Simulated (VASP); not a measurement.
VASP input:

File KPOINTS:
```
Automatic mesh
0
Gamma
7 7 4
0 0 0
```

POSCAR:
```
AlN
1
    3.1132802064     0.0000000000    -0.0000000000
   -1.5566401032     2.6961797421     0.0000000000
    0.0000000000    -0.0000000000     4.9837141637
Al N
2 2
Direct
  0.3333330000   0.6666670000   0.0000243858
  0.6666670000   0.3333330000   0.5000243858
  0.3333330000   0.6666670000   0.3819756142
  0.6666670000   0.3333330000   0.8819756142
```

INCAR:
```
# general
SYSTEM = AlN
PREC   = Accurate
ENCUT  = 530
LREAL  = .FALSE.
LASPH  = .TRUE.

# electronic loop
EDIFF  = 1E-6
NELM   = 100
ALGO   = Normal

# smearing
ISMEAR = 0
SIGMA  = 0.05

# functional
GGA    = PS

# ions
IBRION = 2
NSW    = 60
ISIF   = 3
EDIFFG = -0.02

# output
LWAVE  = .FALSE.
LCHARG = .FALSE.
```

POTCAR, in this order: Al N (PBE.64 set). Program: vasp_std.

Question: Translate this PBEsol calculation to Quantum ESPRESSO's pw.x.

Answer: One equivalent input (not run):
```
&CONTROL
  calculation = 'vc-relax'
  pseudo_dir = './pseudo'
  outdir = './out'
  tprnfor = .true.
  tstress = .true.
  nstep = 60
  forc_conv_thr = 0.00078
/
&SYSTEM
  ibrav = 0
  nat = 4
  ntyp = 2
  ecutwfc = 84
  occupations = 'smearing'
  smearing = 'gaussian'
  degauss = 0.003675
  input_dft = 'pbesol'
/
&ELECTRONS
  conv_thr = 7.3e-08
  electron_maxstep = 100
/
&IONS
/
&CELL
/
ATOMIC_SPECIES
  Al 26.982 Al.upf
  N 14.007 N.upf
CELL_PARAMETERS angstrom
     3.1132802    0.0000000   -0.0000000
    -1.5566401    2.6961797    0.0000000
     0.0000000   -0.0000000    4.9837142
ATOMIC_POSITIONS crystal
  Al   0.3333330  0.6666670  0.0000244
  Al   0.6666670  0.3333330  0.5000244
  N    0.3333330  0.6666670  0.3819756
  N    0.6666670  0.3333330  0.8819756
K_POINTS automatic
  7 7 4 0 0 0
```
Limits of the translation: the potentials are each code's own (VASP's PAW set, PseudoDojo norm-conserving files in pw.x), so ENCUT and ecutwfc are chosen apart and not converted; conv_thr bounds pw.x's estimated SCF error, while EDIFF bounds the energy change between steps; forc_conv_thr acts on force components and is met together with etot_conv_thr.

The compound is AlN in the wurtzite structure. It was relaxed first. The start is the result of an earlier pass.
